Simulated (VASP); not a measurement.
Input:

```
CELL_PARAMETERS angstrom
      5.76070     0.00000     0.00000
      0.00000     5.76070     0.00000
      0.00000     0.00000     5.78072
ATOMIC_POSITIONS crystal
  Ga 0.00000 0.00000 0.97342
  Ga 0.50000 0.50000 0.97342
  Ga 0.50000 0.00000 0.52658
  Ga 0.00000 0.50000 0.52658
  Sb 0.25000 0.25000 0.25000
  Sb 0.75000 0.75000 0.25000
  P  0.75000 0.25000 0.75000
  P  0.25000 0.75000 0.75000
```

These are PBEsol GGA, VASP's PBE PAW potentials (set 64) (plane waves; VASP) values and carry that method's errors. Settings: 400 eV cut-off, 5×5×5 Γ-centred mesh, tetrahedra with Blöchl corrections, potentials Ga_d Sb P.

The cores are frozen, which limits the accuracy of field gradients.

Problem. Give the principal components of the electric field gradient (V/Å²) and the asymmetry η at each nucleus.

Solution. 
```csv
atom,Vxx,Vyy,Vzz,η
Ga1,5.3,4.8,-10.1,0.04
Ga2,5.3,4.8,-10.1,0.04
Ga3,5.3,4.8,-10.1,0.04
Ga4,5.3,4.8,-10.1,0.04
Sb5,-22.5,-22.5,45.1,0.00
Sb6,-22.5,-22.5,45.1,0.00
P7,7.0,7.0,-14.0,0.00
P8,7.0,7.0,-14.0,0.00
```

The structure was generated: Ga4P2Sb2 was put into an ordered model structure (P-4m2), which need not be its known phase. It was relaxed first.
